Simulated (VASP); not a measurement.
An input for Quantum ESPRESSO's pw.x (written as the equivalent of a VASP run, and not itself run):

```
&CONTROL
  calculation = 'scf'
  pseudo_dir = './pseudo'
  outdir = './out'
  tprnfor = .true.
  tstress = .true.
/
&SYSTEM
  ibrav = 0
  nat = 2
  ntyp = 2
  ecutwfc = 70
  occupations = 'smearing'
  smearing = 'gaussian'
  degauss = 0.003675
  input_dft = 'vdw-df-ob86'
/
&ELECTRONS
  conv_thr = 7.3e-09
  electron_maxstep = 100
/
ATOMIC_SPECIES
  In 114.818 In.upf
  P 30.974 P.upf
CELL_PARAMETERS angstrom
     0.0000000    2.9302821    2.9302821
     2.9302821    0.0000000    2.9302821
     2.9302821    2.9302821    0.0000000
ATOMIC_POSITIONS crystal
  In   0.0000000  0.0000000  0.0000000
  P    0.2500000  0.2500000  0.2500000
K_POINTS automatic
  8 8 8 0 0 0
```

Q: Write the VASP files for the same calculation (optB86b-vdW).

A: Several could match; the one computed here: 
File KPOINTS:
```
Automatic mesh
0
Gamma
 8 8 8
0 0 0
```

**POSCAR**
```
InP
1
    0.0000000000     2.9302820673     2.9302820673
    2.9302820673     0.0000000000     2.9302820673
    2.9302820673     2.9302820673     0.0000000000
In P
1 1
Direct
  0.0000000000   0.0000000000   0.0000000000
  0.2500000000   0.2500000000   0.2500000000
```

**INCAR**
```
# general
SYSTEM   = InP
PREC     = Accurate
ENCUT    = 520
LREAL    = F
LASPH    = T

# electronic loop
EDIFF    = 1E-7
NELM     = 100
ALGO     = Normal
LMAXMIX  = 4

# smearing
ISMEAR   = 0
SIGMA    = 0.05

# functional
GGA      = MK
LUSE_VDW = T
AGGAC    = 0.0
PARAM1   = 0.1234
PARAM2   = 1.0

# ions
ISIF     = 2

# output
LWAVE    = F
LCHARG   = F
```

POTCAR, in this order: In_d P (PBE.64 set). Program: vasp_std.

What does not carry over: the potentials are each code's own (VASP's PAW set, PseudoDojo norm-conserving files in pw.x), so ENCUT and ecutwfc are chosen apart and not converted; conv_thr bounds pw.x's estimated SCF error, while EDIFF bounds the energy change between steps.

The compound is InP in the zinc blende structure. This cell is one point of a volume scan, at 0.97 of the reference volume.
